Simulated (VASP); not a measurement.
```xyz
2
Lattice="4.1633 0.0000 0.0000 0.0000 4.1633 0.0000 0.0000 0.0000 4.1633" Properties=species:S:1:pos:R:3 pbc="T T T"
Cs     0.0000     0.0000     0.0000
Br     2.0817     2.0817     2.0817
```

Computed with PBEsol GGA, VASP's PBE PAW potentials (set 64) (plane waves; VASP). Run with 520 eV cut-off, 6×6×6 Γ-centred mesh, Gaussian smearing of 0.050 eV, potentials Cs_sv Br.

**Question.** Give the stress tensor in GPa (positive for a compressed cell).

**Answer.** 
```
1.12  0.00  0.00
0.00  1.12  0.00
0.00  0.00  1.12
```
The pressure is its mean diagonal, 1.12 GPa.

The compound is CsBr in the CsCl type structure. This cell is one point of a volume scan, at 0.94 of the reference volume.
